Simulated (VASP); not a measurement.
# Ba$_{3}$SrO$_{4}$ (ordered alloy cell): computed properties

Method: PBEsol GGA, VASP's PBE PAW potentials (set 64) (plane waves; VASP).

```yaml
space_group: R-3m (166)
cell: a = 3.838 Å, b = 3.838 Å, c = 37.773 Å, α = 90.00°, β = 90.00°, γ = 120.00°
volume_per_atom: 20.08 Å^3/atom
band gap (over mesh and band path): 2.10 eV
smallest direct gap (over mesh and band path): 2.10 eV
band_edge_character: direct, F to F
density: 5.83 g/cm³
```

```cif
data_Ba9O12Sr3
_chemical_formula_sum 'Sr3 O12 Ba9'
_space_group_name_H-M_alt 'R-3m :H'
_space_group_IT_number 166
_space_group_name_Hall '-R 3 2"'
_cell_length_a 3.83848
_cell_length_b 3.83848
_cell_length_c 37.77298
_cell_angle_alpha 90.000
_cell_angle_beta 90.000
_cell_angle_gamma 120.000
loop_
_atom_site_label
_atom_site_type_symbol
_atom_site_symmetry_multiplicity
_atom_site_Wyckoff_symbol
_atom_site_fract_x
_atom_site_fract_y
_atom_site_fract_z
_atom_site_occupancy
Sr1 Sr 3 a 0.00000 0.00000 0.00000 1
O1 O 6 c 0.00000 0.00000 0.37113 1
O2 O 6 c 0.00000 0.00000 0.12370 1
Ba1 Ba 6 c 0.00000 0.00000 0.25260 1
Ba2 Ba 3 b 0.00000 0.00000 0.50000 1
```
(The calculation used a cell of 8 atoms; values per cell refer to that cell.)

Unless said otherwise, spin-orbit coupling is left out, though it shifts the bands of the heavy elements here.

The structure was generated: Ba3SrO4 was put into an ordered model structure (R-3m), which need not be its known phase. It was relaxed first. Symmetry was kept, so distortions that lower it aren't found.
